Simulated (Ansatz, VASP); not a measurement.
# SiC2N4: VASP beside Ansatz, part 2 of 2

One calculation is typed for both programs; each brings its own data sets and cutoff. How far apart do they land?

VASP 6.6.1 and Ansatz 0.2.0.

So far. Step 2 (Ansatz: single point, LDA): The run ends at a pressure of 39.16 GPa, with forces up to 8.7 eV/Å.

## 3. VASP: single point, LDA (continued)

Level of this step: LDA; plane waves and PAW (Si, N, C) (VASP).

Numbers of over 12 decimals in the logs are rounded to 6 here.

Parts of OUTCAR (step 3):

```text
ion  position               nearest neighbor table
   1  0.500  0.500  0.500-   3 1.58   5 1.58   7 1.58   9 1.58
   2  0.000  0.000  0.000-   4 1.58   6 1.58   8 1.58  10 1.58
   3  0.353  0.353  0.647-  12 1.10   1 1.58
   4  0.147  0.853  0.147-  11 1.10   2 1.58
   5  0.647  0.647  0.647-  14 1.10   1 1.58
   6  0.853  0.147  0.147-  13 1.10   2 1.58
   7  0.353  0.647  0.353-  11 1.10   1 1.58
   8  0.147  0.147  0.853-  12 1.10   2 1.58
   9  0.647  0.353  0.353-  13 1.10   1 1.58
  10  0.853  0.853  0.853-  14 1.10   2 1.58
  11  0.250  0.750  0.250-   4 1.10   7 1.10
  12  0.250  0.250  0.750-   3 1.10   8 1.10
  13  0.750  0.250  0.250-   6 1.10   9 1.10
  14  0.750  0.750  0.750-   5 1.10  10 1.10

  LATTYP: Found a simple cubic cell.
 ALAT       =     6.1885000000

 Subroutine GETGRP returns: Found 48 space group operations
 (whereof 24 operations were pure point group operations)

The static configuration has the point symmetry T_d .
 The point group associated with its full space group is O_h .

 Found      4 irreducible k-points:

   k-points           NKPTS =      4   k-points in BZ     NKDIM =      4   number of bands    NBANDS=     46

   dimension x,y,z NGX =    48 NGY =   48 NGZ =   48
   dimension x,y,z NGXF=    96 NGYF=   96 NGZF=   96

   ENCUT  =  520.0 eV  38.22 Ry    6.18 a.u.  11.51 11.51 11.51*2*pi/ulx,y,z

   NELECT =      64.0000    total number of electrons

 k-points in reciprocal lattice and weights: Automatic mesh
   0.00000000  0.00000000  0.00000000       0.037
   0.33333333  0.00000000  0.00000000       0.222
   0.33333333  0.33333333  0.00000000       0.444
   0.33333333  0.33333333  0.33333333       0.296

 average (electrostatic) potential at core
       1 -88.1520       2 -88.1520       3 -68.3244       4 -68.3244       5 -68.3244
       6 -68.3244       7 -68.3244       8 -68.3244       9 -68.3244      10 -68.3244
      11 -56.1525      12 -56.1525      13 -56.1525      14 -56.1525

 E-fermi :  -0.7028

 k-point     1 :       0.0000    0.0000    0.0000
  band No.  band energies     occupation
    ...
     28      -2.7291      2.00000
     29      -2.7291      2.00000
     30      -0.7594      2.00000
     31      -0.7594      2.00000
     32      -0.7594      2.00000
     33       3.2185      0.00000
     34       4.4116      0.00000
     35       4.4116      0.00000
     36       4.4116      0.00000
     37       5.5943      0.00000
    ...

 k-point     2 :       0.3333    0.0000    0.0000
  band No.  band energies     occupation
    ...
     28      -2.4923      2.00000
     29      -2.2458      2.00000
     30      -1.2867      2.00000
     31      -1.1690      2.00000
     32      -1.1690      2.00000
     33       3.7359      0.00000
     34       4.6577      0.00000
     35       4.9416      0.00000
     36       4.9743      0.00000
     37       4.9743      0.00000
    ...

 k-point     3 :       0.3333    0.3333    0.0000
  band No.  band energies     occupation
    ...
     28      -2.1947      2.00000
     29      -1.9210      2.00000
     30      -1.7297      2.00000
     31      -1.4817      2.00000
     32      -1.0940      2.00000
     33       4.1108      0.00000
     34       4.6875      0.00000
     35       4.8216      0.00000
     36       5.0482      0.00000
     37       5.7929      0.00000
    ...

  Total       60.4958504     60.4958504     60.4958504     -0.0000000      0.0000000     -0.0000000
  in kB      408.9592002    408.9592002    408.9592002     -0.0000000      0.0000000     -0.0000000
  external PRESSURE =     408.9592002 kB  Pullay stress =       0.0000000 kB

  energy-cutoff  :      520.00
  volume of cell :      237.00
      direct lattice vectors                 reciprocal lattice vectors
     6.188500000  0.000000000  0.000000000     0.161590046  0.000000000  0.000000000
     0.000000000  6.188500000  0.000000000     0.000000000  0.161590046  0.000000000
     0.000000000  0.000000000  6.188500000     0.000000000  0.000000000  0.161590046

 POSITION                                       TOTAL-FORCE (eV/Angst)
 -----------------------------------------------------------------------------------
      3.09425      3.09425      3.09425         0.000000      0.000000     -0.000000
      0.00000      0.00000      0.00000         0.000000      0.000000     -0.000000
      2.18454      2.18454      4.00396         5.355088      5.355088     -5.355088
      0.90971      5.27879      0.90971        -5.355088      5.355088     -5.355088
      4.00396      4.00396      4.00396        -5.355088     -5.355088     -5.355088
      5.27879      0.90971      0.90971         5.355088     -5.355088     -5.355088
      2.18454      4.00396      2.18454         5.355088     -5.355088      5.355088
      0.90971      0.90971      5.27879        -5.355088     -5.355088      5.355088
      4.00396      2.18454      2.18454        -5.355088      5.355088      5.355088
      5.27879      5.27879      5.27879         5.355088      5.355088      5.355088
      1.54713      4.64138      1.54713        -0.000000      0.000000     -0.000000
      1.54713      1.54713      4.64138        -0.000000      0.000000     -0.000000
      4.64138      1.54713      1.54713         0.000000      0.000000     -0.000000
      4.64138      4.64138      4.64138         0.000000      0.000000     -0.000000
 -----------------------------------------------------------------------------------
    total drift:                                0.000000      0.000000     -0.000000

  FREE ENERGIE OF THE ION-ELECTRON SYSTEM (eV)
  ---------------------------------------------------
  free  energy   TOTEN  =      -120.5159698366 eV

  energy  without entropy=     -120.5159698366  energy(sigma->0) =     -120.51596984

 total charge
# of ion       s       p       d       tot
------------------------------------------
    1        0.714   1.243   0.000   1.956
    2        0.714   1.243   0.000   1.956
    3        1.284   2.971   0.000   4.255
    4        1.284   2.971   0.000   4.255
    5        1.284   2.971   0.000   4.255
    6        1.284   2.971   0.000   4.255
    7        1.284   2.971   0.000   4.255
    8        1.284   2.971   0.000   4.255
    9        1.284   2.971   0.000   4.255
   10        1.284   2.971   0.000   4.255
   11        1.027   2.096   0.000   3.123
   12        1.027   2.096   0.000   3.123
   13        1.027   2.096   0.000   3.123
   14        1.027   2.096   0.000   3.123
--------------------------------------------------
tot         15.806  34.635   0.000  50.440

[... 1 further part left out ...]
```

The PAW data sets were made with PBE, though LDA sets exist; this is a small mismatch.

## 4. Comparison

Known differences besides the potentials themselves: the two LDA forms differ slightly; the cutoff is 420 eV in Ansatz and 520 eV in VASP; Ansatz makes its cores anew for this functional, VASP keeps those of its PBE data sets; VASP's log shows a relativistic correction to its local exchange, Ansatz's none. Total energies have different zeros and are not compared.

Both answers:

| quantity | Ansatz | VASP | difference |
| --- | --- | --- | --- |
| pressure (GPa) | 39.16 | 40.90 | -1.74 |
| pressure without Ansatz's Pulay correction (GPa) | 38.60 | 40.90 | -2.29 |
| gap on the k mesh (eV) | 3.997 | 3.978 | +0.019 |

Forces on 7 of the 14 atoms, those with the largest forces and the largest differences (eV/Å; atoms numbered as in POSCAR):

| atom | Ansatz x, y, z | VASP x, y, z |
| --- | --- | --- |
| N3 | 5.051, 5.051, -5.051 | 5.355, 5.355, -5.355 |
| N4 | -5.051, 5.051, -5.051 | -5.355, 5.355, -5.355 |
| N5 | -5.051, -5.051, -5.051 | -5.355, -5.355, -5.355 |
| N6 | 5.051, -5.051, -5.051 | 5.355, -5.355, -5.355 |
| N7 | 5.051, -5.051, 5.051 | 5.355, -5.355, 5.355 |
| N8 | -5.051, -5.051, 5.051 | -5.355, -5.355, 5.355 |
| N9 | -5.051, 5.051, 5.051 | -5.355, 5.355, 5.355 |

The forces differ by 230 meV/Å r.m.s., which is 5.7 % of the r.m.s. force of 4.05 eV/Å (both taken over all components). A gap on the mesh is an upper bound, since the band edges may lie between its points. Ansatz's pressure holds a Pulay correction of 0.56 GPa; VASP's holds none.

## 5. What the set-up changes

Further runs change the set-up of one program: Ansatz's method, potentials or start, or VASP's data sets, cutoff or form of LDA. The table gives Ansatz less VASP for each quantity, since a change that brings one quantity closer may part another.

| run | r.m.s. force difference (meV/Å) | pressure (GPa) | gap on the k mesh (eV) | pressure without Ansatz's Pulay correction (GPa) |
| --- | --- | --- | --- | --- |
| as above | 230 | -1.7 | 0.019 | -2.3 |
| cores kept as stored | 217 | -1.3 | 0.017 | -1.9 |
| Ansatz's larger PAW set (cutoff 900 eV) | 162 | -1.4 | 0.024 | -1.5 |
| norm-conserving potentials (cutoff 1143 eV) | 11 | -1.6 | 0.039 |  |

## 6. Outcome

* r.m.s. force difference (single point, LDA): 5.7 % of the r.m.s. force
* difference in pressure (single point, LDA): -1.7 GPa

What this shows: The r.m.s. force difference is 5.7 % of the r.m.s. force (single point, LDA), beyond the 3 % picked in this series as the mark of a large difference. Single point, LDA, Ansatz's larger PAW set (cutoff 900 eV): r.m.s. force difference goes from 230 to 162 meV/Å; the difference in gap on the k mesh goes from 0.019 to 0.024 eV; the difference in pressure without Ansatz's Pulay correction goes from -2.3 to -1.5 GPa. Single point, LDA, norm-conserving potentials (cutoff 1143 eV): r.m.s. force difference goes from 230 to 11 meV/Å; the difference in gap on the k mesh goes from 0.019 to 0.039 eV. How closely two codes agree says nothing of how well the functional describes the real material.

[Lines on the potential files, build, host, timing and source positions are cut from VASP's logs without a mark.]

[Logs are printed without paths, hosts, clocks, repeated set-up lines and the standing remarks that a program may print on its own settings, such as how far it seeks lower states.]

[Hosts, paths, dates, database ids (printed as entryN), source tags and the programs' standing remarks are cut or masked in the printed files.]

[VASP's PBE data sets in a run with another functional are called a small mismatch above; for pressures it isn't always small: they can move by 1 GPa and more.]
